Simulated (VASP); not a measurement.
Given:

```yaml
crystal:
  lattice:
    - [0.00000, 2.28341, 2.28341]
    - [2.28341, 0.00000, 2.28341]
    - [2.28341, 2.28341, 0.00000]
  atoms:
    - { symbol: Hf, position: [0.00000, 0.00000, 0.00000] }
    - { symbol: C, position: [0.50000, 0.50000, 0.50000] }
```

The numbers are results of MS2 meta-GGA, VASP's PBE PAW potentials (set 64) (plane waves; VASP 6.6.1), not measurements. Numerical set-up: 520 eV cut-off, 14×14×14 Γ-centred mesh, first-order Methfessel-Paxton smearing of 0.10 eV, potentials Hf_pv C.

Q: Give the stress tensor in GPa (positive for a compressed cell).

A: 
```
8.14  0.00  0.00
0.00  8.14  0.00
0.00  0.00  8.14
```
The pressure is its mean diagonal, 8.14 GPa.

The compound is HfC in the rock salt structure. This cell is one point of a volume scan, at 0.97 of the reference volume.
